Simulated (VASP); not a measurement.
Given:

```xyz
6
Lattice="5.2196 0.0000 0.0000 -2.6098 4.5203 0.0000 0.0000 0.0000 4.2926" Properties=species:S:1:pos:R:3 pbc="T T T"
Ir     0.0000     3.0135     0.0000
Ir     2.6098     1.5068     4.2926
Ir     2.6098     0.0000     2.1463
Ir     1.3049     2.2601     2.1463
Ir    -1.3049     2.2601     2.1463
Ce     0.0000     0.0000     0.0000
```

All values below come from LDA (Ceperley-Alder, Perdew-Zunger), VASP's LDA PAW potentials (set 64) (plane waves; VASP). Settings: 400 eV cut-off, Gaussian smearing of 0.050 eV, potentials Ir Ce.

Unless said otherwise, spin-orbit coupling is left out, though it shifts the bands of the heavy elements here.

### Question
Predict the band gap (along the path) with the smallest direct gap where there is one.

### Answer

The band gap (along the path) is none (metal, semimetal or under 0.01 eV).

Only differences to runs with the same potentials and settings are physical.

The structure comes from a measured CeIr5 entry (P6/mmm) of the Crystallography Open Database, whose conditions weren't checked. It was relaxed first. The run is not spin-polarised, so no magnetic state was tried. The electron count is odd and the run is not spin-polarised, which forces a metal.
